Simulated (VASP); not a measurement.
Input of a VASP 6.6.1 run:

INCAR

```
ALGO = Normal ; EDIFF = 1E-7
EDIFFG = -0.002 ; ENCUT = 520
GGA = PS ; IBRION = 2
ISIF = 3 ; ISMEAR = 0
KPAR = 4 ; LASPH = T
LCHARG = F ; LREAL = F
LWAVE = F ; NELM = 80
NSW = 80 ; PREC = Accurate
SIGMA = 0.02
```

KPOINTS

```
k-points
0
Gamma
  8 8 8
```

The input POSCAR:

```
Sn                                      
1.0
    0.0000000000      3.2676089727      3.2676089727
    3.2676089727     -0.0000000000      3.2676089727
    3.2676089727      3.2676089727     -0.0000000000
  Sn            
     2
Direct
     0.0000000000000000    0.0000000000000000    0.0000000000000000
     0.2500000000000000    0.2500000000000000    0.2500000000000000
```

Potentials or basis: VASP PAW PBE potentials, release 64 (Sn_d).

The run is started by

```sh
$ cat potpaw_PBE.64/Sn_d/POTCAR > POTCAR
$ mpirun -np 4 vasp_std > vasp.out
```

Estimate the band gap on the k mesh.

none (metal or under the smearing width).

Final structure:
```
CELL_PARAMETERS angstrom
0.00000 3.26761 3.26761
3.26761 0.00000 3.26761
3.26761 3.26761 0.00000
ATOMIC_POSITIONS crystal
Sn 0.00000 0.00000 0.00000
Sn 0.25000 0.25000 0.25000
```

Caveat: the relaxation stopped at its first step, so nothing moved.
